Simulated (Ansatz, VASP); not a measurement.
**Cross-check of SnMoPt (SnMoPt in the AlB2 type) between VASP and Ansatz**

Aim: how closely do two programs agree when they are given the same cell, functional and k mesh? The cell is generated by rule, not measured, and may not be a known phase. Of the first pair: The two relaxations start from unlike cells of this crystal (the structure described is Ansatz's start), so only their ends are compared.

Method: plane waves, with VASP 6.6.1 beside it; relaxation of cell and atoms at PBEsol and zone-centre phonons at PBEsol, in Ansatz 0.2.0.

### Step 1. Starting point

It takes space group P-6m2 (No. 187, hexagonal). Conventional cell: a = 3.988 Å, b = 3.988 Å, c = 4.188 Å, α = 90.00°, β = 90.00°, γ = 120.00°. Mo has 6 Sn at 3.11 Å and 6 Pt at 3.11 Å nearest. Sn has 3 Pt at 2.30 Å and 6 Mo at 3.11 Å nearest. Nearest to Pt lie 3 Sn at 2.30 Å and 6 Mo at 3.11 Å. Farther neighbours are not listed.

### Step 2. Ansatz: relaxation of cell and atoms, PBEsol, pair 1

Ansatz runs on its PAW soft_1 files.

The relaxed volume is the usual yardstick between codes: in a stiff, nearly cubic crystal its relative difference is about their pressure difference at one cell divided by the bulk modulus.

input.yaml reads:

```yaml
crystal:
  lattice:
    - [3.98828, 0.0, 0.0]
    - [-1.99414, 3.45395, 0.0]
    - [0.0, 0.0, 4.1877]
  atoms:
    - { symbol: Mo, position: [0.0, 0.0, 0.0] }
    - { symbol: Sn, position: [0.33333333, 0.66666667, 0.5] }
    - { symbol: Pt, position: [0.66666667, 0.33333333, 0.5] }
kpoints:
  mp_grid: { grid: [6, 6, 6] }
hamiltonian:
  xc: pbesol
  pseudopotentials: { kind: paw, azcp: { folder: soft_1 }, xc_functional: pbe }
scf:
  occupations: { method: gaussian, width: 0.1 }
output:
  forces: true
  stress: true
  eigenvalues: true
relax:
  adjacent_minimum: "off"
  f_tol: 0.05
  max_steps: 80
  cell: { stress_tol: 0.5 }
```

Run with:

```bash
$ ansatz run input.yaml --threads 4 --pin off --max-ram 12288MiB --backend cpu --events-out ev --progress --plain --runs-dir out
```

Numbers of over 12 decimals in the logs are rounded to 6 here.

Output:

```text
The last accepted step is kept in <dir> (removed where the run ends without a failure and the disk answers)
Engine: ansatz 0.2.0, aarch64-unknown-linux-gnu
Pseudopotentials: kind: paw
Pseudopotential: Mo, paw, valence charge 14, recommended cutoff 420 eV (normal), soft_1/Mo.paw.azcp
Pseudopotential: Sn, paw, valence charge 14, recommended cutoff 420 eV (normal), soft_1/Sn.paw.azcp
Pseudopotential: Pt, paw, valence charge 18, recommended cutoff 420 eV (normal), soft_1/Pt.paw.azcp
Functional definition: PBEsol
  exchange = pbesol_x
  correlation = pbesol_c
Crystal: 3 atoms, lattice volume = 57.687 Å³
Basis set: ecut = 420 eV, 1129 PW (Γ), exchange–correlation on 54×54×60 points (8 copies of the dense FFT grid, shifted against one another)
Bands: 28, of which v1, the nominal top of the filled ones, is band 23 counted from 1 (22 counted from 0)
Symmetry: 12 space group operations
Space group: P-6m2 (ITA 187), of the structure as read, at distance tolerance 3.9e-5 Å
k-points: 28 of 216 (time reversal used)
Non-local potential: Mo, projectors of the file, l = 0: 3, l = 1: 2, l = 2: 2, l = 3: 1
Non-local potential: Sn, projectors of the file, l = 0: 2, l = 1: 2, l = 2: 2, l = 3: 1
Non-local potential: Pt, projectors of the file, l = 0: 3, l = 1: 2, l = 2: 2, l = 3: 1
PAW form: soft (Blöchl's): semilocal exchange-correlation on the pseudo side does not see the compensation charge
PAW frozen core: Mo, regenerated for the run's functional, and the local potential with it (the file was generated under x = pbe(κ = 0.804, μ = 0.219515), c = pbe(β = 0.066725))
PAW frozen core: Sn, regenerated for the run's functional, and the local potential with it (the file was generated under x = pbe(κ = 0.804, μ = 0.219515), c = pbe(β = 0.066725))
PAW frozen core: Pt, regenerated for the run's functional, and the local potential with it (the file was generated under x = pbe(κ = 0.804, μ = 0.219515), c = pbe(β = 0.066725))
PAW one-centre angular grid: Mo, 590 points (default); XC on 64 Gauss nodes
PAW one-centre angular grid: Sn, 590 points (default); XC on 64 Gauss nodes
PAW one-centre angular grid: Pt, 590 points (default); XC on 64 Gauss nodes
Initial density: superposition of atomic densities (chi_scale 0.1, normalization cell, long waves kept (reshape's long-wave potential 0.00 eV rms))
Initial wavefunctions: pseudopotential atomic-orbital guess
Functional: x = pbesol(κ = 0.804, μ = 0.123457), c = pbesol(β = 0.046)
SCF iter   1: F=—  HF=-23231.607459 eV  |F-HF|=—  |Δ(HF+E_count)|=         —  Δρ=9.78e-2  dr2=8.65e0  ethr=3.10e-3  ⟨swp⟩=5.9  Hψ=3291  notcnv=0
preconditioner: auto → Kerker (q_TF=auto, 2.627 Å⁻¹)  [metal: Δε(μ)=0.031 eV  Ē_g=12.909 eV  σ=0.100 eV  W_gap=0.17  n_scr=20 (ndim 8)  ℏωp=26.8 eV  f_vac=0.000  D(μ)=0.52/eV (n_scr^D=0)]
SCF iter   2: F=—  HF=-23230.052570 eV  |F-HF|=—  |Δ(HF+E_count)|=    1.55e0  Δρ=5.07e-2  dr2=2.57e0  ethr=3.10e-3  ⟨swp⟩=2.0  Hψ=1353  notcnv=0  defer=7
SCF iter   3: F=—  HF=-23229.526506 eV  |F-HF|=—  |Δ(HF+E_count)|=   5.26e-1  Δρ=7.15e-3  dr2=2.05e-2  ethr=3.10e-3  ⟨swp⟩=2.0  Hψ=1166  notcnv=0  defer=7
SCF iter   4: F=—  HF=-23229.526059 eV  |F-HF|=—  |Δ(HF+E_count)|=   4.46e-4  Δρ=1.76e-3  dr2=2.82e-3  ethr=4.46e-5  ⟨swp⟩=2.5  Hψ=1559  notcnv=0
SCF iter   5: F=—  HF=-23229.525766 eV  |F-HF|=—  |Δ(HF+E_count)|=   2.93e-4  Δρ=4.60e-4  dr2=1.60e-4  ethr=6.13e-6  ⟨swp⟩=1.4  Hψ=815  notcnv=0
SCF iter   6: F=—  HF=-23229.525767 eV  |F-HF|=—  |Δ(HF+E_count)|=   1.30e-6  Δρ=1.39e-4  dr2=1.32e-5  ethr=3.48e-7  ⟨swp⟩=2.2  Hψ=1195  notcnv=0
SCF iter   7: F=—  HF=-23229.525758 eV  |F-HF|=—  |Δ(HF+E_count)|=   8.95e-6  Δρ=3.99e-5  dr2=1.35e-6  ethr=2.87e-8  ⟨swp⟩=2.0  Hψ=1174  notcnv=0
SCF iter   8: F=—  HF=-23229.525758 eV  |F-HF|=—  |Δ(HF+E_count)|=   2.38e-7  Δρ=1.08e-5  dr2=1.02e-7  ethr=2.93e-9  ⟨swp⟩=2.6  Hψ=1170  notcnv=0
SCF iter   9: F=-23229.525758 eV  HF=-23229.525758 eV  |F-HF|=2.94e-9  |Δ(HF+E_count)|=   2.57e-8  Δρ=2.58e-6  dr2=5.02e-9  ethr=2.17e-10  ⟨swp⟩=5.4  Hψ=2958  notcnv=0
SCF 1 converged in 9 iterations: F = -23229.525758 eV  dr2 = 5.02e-9
  greatest PAW one-centre occupation: 1.000 electrons in one spin orbital (limit 2), on the Pt atom at site 2 (counted from 0), in its partial waves of l = 0
relax step   1: F+E_penalty+E_count = -23229.52575784 eV  Δ(F+E_penalty+E_count) = +0.000e0 eV  max|allowed force component| = 4.688e-16 eV/Å  Δτ_max = 0.0000 Å  P = +14.457 GPa  Ω = 57.687 Å³  (9 SCF iters, dr2 threshold 1.00e-7 eV, accepted)
[...]
relax step  11: F+E_penalty+E_count = -23232.43163885 eV  Δ(F+E_penalty+E_count) = -2.416e-4 eV  max|allowed force component| = 9.599e-17 eV/Å  Δτ_max = 0.0000 Å  P = +0.021 GPa  Ω = 51.110 Å³  energy of the carried Pulay correction = -2.526e-5 eV  (6 SCF iters, dr2 threshold 3.00e-7 eV, accepted)
[...]
relax step  12: F+E_penalty+E_count = -23232.43166122 eV  Δ(F+E_penalty+E_count) = -2.237e-5 eV  max|allowed force component| = 7.363e-17 eV/Å  Δτ_max = 0.0000 Å  P = +0.021 GPa  Ω = 51.110 Å³  stress off target by 3.51e-2 GPa  SCF on the basis re-selected at this cell (its energy is not comparable with the rows above)  (7 SCF iters)
basis re-selected at this cell: Δ(F+E_penalty+E_count) = -2.237e-5 eV, ΔP = -0.000 GPa vs the last step (what re-selecting the basis moved, of the pressure what is left beyond the Pulay correction that the steps carried, after the strain that the cell walked since its last selection, with what the two solves' SCF thresholds leave and, on support functions, any second-order correction that the steps lacked; it is no m [...]
SCF converged after 7 iterations
Free energy (F): -23232.431661 eV
Harris-Foulkes:  -23232.431661 eV  (|F-HF|=0.00e0)
Internal energy: -23232.402005 eV  (E = F + TS)
E sigma→0 (E₀):  -23232.416833 eV
Entropy (-TS):   -0.029657 eV (-9.886 meV/atom)
Fermi energy:    19.565013 eV
--- Per-component energies (eV) ---
  E_band       = -243.754542
  E_kinetic    = 1190.132386
  E_local      = -3192.295798  (includes V_loc(G=0)·N_el)
  E_nonlocal   = 506.510031
  E_hartree    = 1315.479068
  E_xc         = -531.690652
  E_vxc        = -571.682096  (∫ρ·V_xc dr)
  E_paw        = -16798.311099  (= ΣΔE_a)
  E_vpaw       = -807.378657  (= ΣTr[D̂ρ^β])
  E_aug_tail   = 0.001460  (compensation charges beyond the density's cutoff)
  E_ewald      = -5723.008572
  E_core_change = 0.781171  (= ΣΔE_core)
  E_smearing   = -0.029657  (= −TS)
  E_closure    = 0.000000  (closes the sum)
  Σ components = -23232.431661   (vs F -23232.431661, Δ=0.00e0)
--- Forces (eV/Å), atoms counted from 1 ---
  atom   1  Mo    -0.00000000    -0.00000000     0.00000000
  atom   2  Sn     0.00000000    -0.00000000     0.00000000
  atom   3  Pt     0.00000000     0.00000000     0.00000000
  max |Σ_I F_I| component: 1.12e-16 eV/Å
--- Stress (GPa, compression-positive) ---
        0.035068       0.000000      -0.000000
        0.000000       0.035068      -0.000000
        0.000000      -0.000000      -0.006529
  P = ⅓ Tr σ = 0.0212 GPa (0.212 kbar)
--- Band table (eV; the first three rows and the last of 28) ---
  k-point 0: bands = [... 19 lower, 17.0110, 17.0603, 17.0603, 20.4239, 20.6216, 20.6216, 23.5474, 23.5474, ... 1 higher]
  k-point 1: bands = [... 19 lower, 17.5480, 17.9041, 17.9041, 20.0261, 20.0261, 20.6314, 23.0438, 24.6224, ... 1 higher]
  k-point 2: bands = [... 19 lower, 18.6830, 18.6830, 18.9265, 19.6756, 19.6756, 21.2698, 21.6070, 23.8365, ... 1 higher]
  k-point 27: bands = [... 19 lower, 16.6847, 18.0930, 18.1170, 19.1156, 20.9253, 21.0691, 21.4718, 21.5191, ... 1 higher]
--- Relaxed structure (10 steps of the walk, 10 accepted, 2 SCFs on fresh bases) ---
  F+E_penalty+E_count = -23232.43166122 eV   max|allowed force component| = 7.363e-17 eV/Å   (the final SCF, on the basis selected at the relaxed cell)
  cell:  # Å, volume = 51.1103 Å³
    - [4.507003, 0, 1.2999541501722969e-17]
    - [-2.253501, 3.903179, -6.499770750861485e-18]
    - [1.3649541684971056e-17, 0, 2.905374]
  atoms:
    - { symbol: Mo, position: [0, 0, 0] }
    - { symbol: Sn, position: [0.333333, 0.666667, 0.5] }
    - { symbol: Pt, position: [0.666667, 0.333333, 0.5] }
```

Reading the cycles: dr2 is the Hartree energy of the density residual (eV), the measure of convergence; HF is the Harris–Foulkes estimate of the energy, which meets the free energy F at convergence.

### Step 3. VASP: relaxation of cell and atoms, PBEsol, pair 1

Its own start cell and the same functional, mesh and smearing now go to VASP, with its own data sets.

Lines of VASP's logs that name or quote its potential files are left out, and so is its time.

INCAR reads:

```
SYSTEM = SnMoPt
PREC = Accurate
ENCUT = 500
EDIFF = 1E-07
NELM = 120
ISMEAR = 0
SIGMA = 0.1
LREAL = .FALSE.
ALGO = Normal
GGA = PS
NBANDS = 25
LASPH = .TRUE.
LORBIT = 11
LWAVE = .FALSE.
LCHARG = .FALSE.
ISIF = 3
IBRION = 2
NSW = 80
EDIFFG = -0.005
GGA_COMPAT = .FALSE.
NELMIN = 4
KPAR = 2
```

POSCAR reads:

```
SnMoPt
1.0
    4.5074703297      0.0000000716      0.0000000000
   -2.2537345377      3.9035838711      0.0000000000
    0.0000000000      0.0000000000      2.9056785747
Mo Sn Pt
1 1 1
Direct
    0.0000000000      0.0000000000      0.0000000000
    0.3333333333      0.6666666667      0.5000000000
    0.6666666667      0.3333333333      0.5000000000
```

KPOINTS reads:

```
Automatic mesh
0
Gamma
6 6 6
0 0 0
```

Potentials, in the order of the species: Mo_sv, Sn_d and Pt (PBE family, release 64).

Run with:

```bash
$ mpirun -np 2 vasp_std
```

Output:

```text
[banner, memory and clock lines left out]
running    2 mpi-ranks, on    1 nodes
 distrk:  each k-point on    1 cores,    2 groups
 distr:  one band on    1 cores,    1 groups

 POSCAR found type information on POSCAR MoSnPt
 POSCAR found :  3 types and       3 ions
|                                                                             |
|               ----> ADVICE to this user running VASP <----                  |
|                                                                             |
|     You enforced a specific xc type in the INCAR file but a different       |
|     [... a line on the potential file left out ...]
|     I HOPE YOU KNOW WHAT YOU ARE DOING!                                     |
|                                                                             |

 LDA part: xc-table for (Slater+PW92), standard interpolation
 POSCAR, INCAR and KPOINTS ok, starting setup
 FFT: planning ... GRIDC
 FFT: planning ... GRID_SOFT
 FFT: planning ... GRID
 WAVECAR not read
 entering main loop
       N       E                     dE             d eps       ncg     rms          rms(c)
DAV:   1     0.362878742350E+03    0.36288E+03   -0.18825E+04  1441   0.212E+03
DAV:   2     0.430492061008E+01   -0.35857E+03   -0.35010E+03  1474   0.520E+02
DAV:   3    -0.232946264033E+02   -0.27600E+02   -0.26853E+02  1679   0.129E+02
DAV:   4    -0.240271713626E+02   -0.73254E+00   -0.72557E+00  1597   0.209E+01
DAV:   5    -0.240421735847E+02   -0.15002E-01   -0.14992E-01  1723   0.327E+00    0.162E+01
DAV:   6    -0.228414869093E+02    0.12007E+01   -0.47891E+00  1524   0.133E+01    0.504E+00
DAV:   7    -0.228221304078E+02    0.19357E-01   -0.92834E-01  1706   0.652E+00    0.441E+00
DAV:   8    -0.227063155977E+02    0.11581E+00   -0.42729E-01  1597   0.380E+00    0.191E+00
DAV:   9    -0.226919781696E+02    0.14337E-01   -0.33659E-02  1683   0.154E+00    0.442E-01
DAV:  10    -0.226910863888E+02    0.89178E-03   -0.23267E-03  1716   0.592E-01    0.127E-01
DAV:  11    -0.226910555692E+02    0.30820E-04   -0.18006E-04  1797   0.126E-01    0.379E-02
DAV:  12    -0.226910525953E+02    0.29739E-05   -0.24577E-05  1711   0.414E-02    0.128E-02
DAV:  13    -0.226910515747E+02    0.10206E-05   -0.48347E-06  1678   0.143E-02    0.497E-03
DAV:  14    -0.226910514570E+02    0.11764E-06   -0.64742E-07  1283   0.530E-03    0.216E-03
DAV:  15    -0.226910513723E+02    0.84772E-07   -0.49914E-08   788   0.164E-03
   1 F= -.22691051E+02 E0= -.22676185E+02  d E =-.226911E+02
[...]
2 F= -.22691038E+02 E0= -.22676029E+02  d E =0.129316E-04
[...]
3 F= -.22691081E+02 E0= -.22676150E+02  d E =-.297187E-04
 curvature:  -0.24 expect dE=-0.926E-05 dE for cont linesearch -0.640E-07
 trial: gam= 0.24416 g(F)=  0.783E-45 g(S)=  0.393E-04 ort = 0.608E-05 (trialstep = 0.889E+00)
 search vector abs. value=  0.504E-04
 bond charge predicted
       N       E                     dE             d eps       ncg     rms          rms(c)
DAV:   1    -0.226914143816E+02   -0.33331E-03   -0.10169E-02  1465   0.884E-01    0.111E-01
DAV:   2    -0.226911487147E+02    0.26567E-03   -0.62298E-04  1539   0.216E-01    0.443E-02
DAV:   3    -0.226911222602E+02    0.26455E-04   -0.14999E-04  1872   0.105E-01    0.466E-02
DAV:   4    -0.226911022828E+02    0.19977E-04   -0.78208E-05  1665   0.534E-02    0.179E-02
DAV:   5    -0.226910980355E+02    0.42474E-05   -0.99224E-06  1988   0.249E-02    0.575E-03
DAV:   6    -0.226910981378E+02   -0.10232E-06   -0.81308E-07  1828   0.654E-03    0.107E-03
DAV:   7    -0.226910982161E+02   -0.78323E-07   -0.39828E-08   732   0.150E-03
   4 F= -.22691098E+02 E0= -.22676070E+02  d E =-.171252E-04
 trial-energy change:   -0.000017  1 .order   -0.000017   -0.000036    0.000003
 step:   0.8218(harm=  0.8159)  dis= 0.00000  next Energy=   -22.691098 (dE=-0.172E-04)
 reached required accuracy - stopping structural energy minimisation
```

Parts of OUTCAR (step 3):

```text
ion  position               nearest neighbor table
   1  0.000  0.000  0.000-   2 2.98   3 2.98   2 2.98   3 2.98   2 2.98   2 2.98   3 2.98   3 2.98
                             3 2.98   3 2.98   2 2.98   2 2.98
   2  0.333  0.667  0.500-   3 2.60   3 2.60   3 2.60   1 2.98   1 2.98   1 2.98   1 2.98   1 2.98
                             1 2.98
   3  0.667  0.333  0.500-   2 2.60   2 2.60   2 2.60   1 2.98   1 2.98   1 2.98   1 2.98   1 2.98
                             1 2.98

  LATTYP: Found a hexagonal cell.
 ALAT       =     4.5074703297
 C/A-ratio  =     0.6446362066

 Subroutine GETGRP returns: Found 12 space group operations
 (whereof 12 operations were pure point group operations)

The static configuration has the point symmetry D_3h.

 Found     28 irreducible k-points:

   k-points           NKPTS =     28   k-points in BZ     NKDIM =     28   number of bands    NBANDS=     25

   dimension x,y,z NGX =    36 NGY =   36 NGZ =   24
   dimension x,y,z NGXF=    72 NGYF=   72 NGZF=   48

   ENCUT  =  500.0 eV  36.75 Ry    6.06 a.u.   8.22  8.22  5.30*2*pi/ulx,y,z

   NELECT =      38.0000    total number of electrons

 k-points in reciprocal lattice and weights: Automatic mesh
   0.00000000  0.00000000  0.00000000       0.005
   0.16666667  0.00000000  0.00000000       0.028
   0.33333333  0.00000000  0.00000000       0.028
   0.50000000  0.00000000  0.00000000       0.014
   0.16666667  0.16666667  0.00000000       0.028
   0.33333333  0.16666667  0.00000000       0.056
   0.33333333  0.33333333  0.00000000       0.009
   0.00000000  0.00000000  0.16666667       0.009
   0.16666667  0.00000000  0.16666667       0.056
[...]
0.33333333  0.16666667  0.50000000       0.056
   0.33333333  0.33333333  0.50000000       0.009

 average (electrostatic) potential at core
       1 -69.8767       2 -94.9203       3 -62.2657

 E-fermi :  11.8890

 k-point     1 :       0.0000    0.0000    0.0000
  band No.  band energies     occupation
    ...
     14       9.0386      2.00000
     15       9.3313      2.00000
     16       9.3313      2.00000
     17       9.3951      2.00000
     18       9.3952      2.00000
     19      12.7248      0.00000
     20      12.9534      0.00000
     21      12.9534      0.00000
     22      15.8557      0.00000
     23      15.8557      0.00000
    ...

 k-point     2 :       0.1667    0.0000    0.0000
  band No.  band energies     occupation
    ...
     14       8.9377      2.00000
     15       9.3331      2.00000
     16       9.3384      2.00000
     17       9.3717      2.00000
     18       9.3975      2.00000
     19      12.7714      0.00000
     20      13.0019      0.00000
     21      13.3632      0.00000
     22      13.9936      0.00000
     23      14.1694      0.00000
    ...

 k-point     3 :       0.3333    0.0000    0.0000
  band No.  band energies     occupation
    ...
     14       8.1358      2.00000
     15       9.3263      2.00000
     16       9.3659      2.00000
     17       9.4337      2.00000
     18       9.5481      2.00000
     19      12.1673      0.00008
     20      12.3158      0.00000
     21      12.5701      0.00000
     22      13.0976      0.00000
     23      15.0584      0.00000
    ...

  Total        0.0051897      0.0051897      0.0058962      0.0000000     -0.0000000     -0.0000000
  in kB        0.1626007      0.1626007      0.1847348      0.0000000     -0.0000000     -0.0000000
  external PRESSURE =       0.1699788 kB  Pullay stress =       0.0000000 kB

  energy-cutoff  :      500.00
  volume of cell :       51.14
      direct lattice vectors                 reciprocal lattice vectors
     4.510081465  0.000000072 -0.000000000     0.221725483  0.128013230  0.000000000
    -2.255040104  3.905845180 -0.000000000    -0.000000004  0.256026531  0.000000000
     0.000000000 -0.000000000  2.902910396     0.000000000  0.000000000  0.344481869

 POSITION                                       TOTAL-FORCE (eV/Angst)
 -----------------------------------------------------------------------------------
      2.25504      3.90585     -0.00000         0.000000      0.000000      0.000000
      0.00000      2.60390      1.45146         0.000000     -0.000000      0.000000
      2.25504      1.30195      1.45146        -0.000000      0.000000      0.000000
 -----------------------------------------------------------------------------------
    total drift:                               -0.000003      0.000001     -0.000000

  FREE ENERGIE OF THE ION-ELECTRON SYSTEM (eV)
  ---------------------------------------------------
  free  energy   TOTEN  =       -22.6910982161 eV

  energy  without entropy=      -22.6610412481  energy(sigma->0) =      -22.67606973

 reached required accuracy - stopping structural energy minimisation

 total charge
# of ion       s       p       d       tot
------------------------------------------
    1        2.251   6.119   3.878  12.247
    2        1.093   1.382  10.122  12.597
    3        0.655   0.637   8.145   9.437
--------------------------------------------------
tot          3.998   8.138  22.145  34.282

[... 3 further parts left out ...]
```

CONTCAR:

```
SnMoPt
   1.00000000000000
     4.5100814647649354    0.0000000721024406   -0.0000000000000000
    -2.2550401044699599    3.9058451803120815   -0.0000000000000000
     0.0000000000000000   -0.0000000000000000    2.9029103962218432
  Mo              Sn              Pt
     1     1     1
Direct
     1.0000000000000000    1.0000000000000000    0.0000000000000000
     0.3333333332999970    0.6666666667000030    0.5000000000000000
     0.6666666667000030    0.3333333332999970    0.5000000000000000
```

### Step 4. Side by side

Known differences besides the potentials themselves: the data sets hold 46 valence electrons in Ansatz (on its PAW soft_1 files) and 38 in VASP; the cutoff is 420 eV in Ansatz and 500 eV in VASP; Ansatz makes its cores anew for this functional, VASP keeps those of its PBE data sets; Ansatz adds a Pulay correction to the stress that steers its cell, VASP none. Total energies have different zeros and are not compared.

Both answers:

| quantity | Ansatz | VASP | difference |
| --- | --- | --- | --- |
| volume (Å³) | 51.11 | 51.14 | -0.05 % |
| edge a after relaxation, in the typed setting (Å) | 4.507 | 4.510 | -0.07 % |
| edge c after relaxation, in the typed setting (Å) | 2.905 | 2.903 | +0.09 % |

(Continued in part 2 of 2.)

[Lines on the potential files, build, host, timing and source positions are cut from VASP's logs without a mark.]

[Logs are printed without paths, hosts, clocks, repeated set-up lines and the standing remarks that a program may print on its own settings, such as how far it seeks lower states.]

[Hosts, paths, dates, database ids (printed as entryN), source tags and the programs' standing remarks are cut or masked in the printed files.]
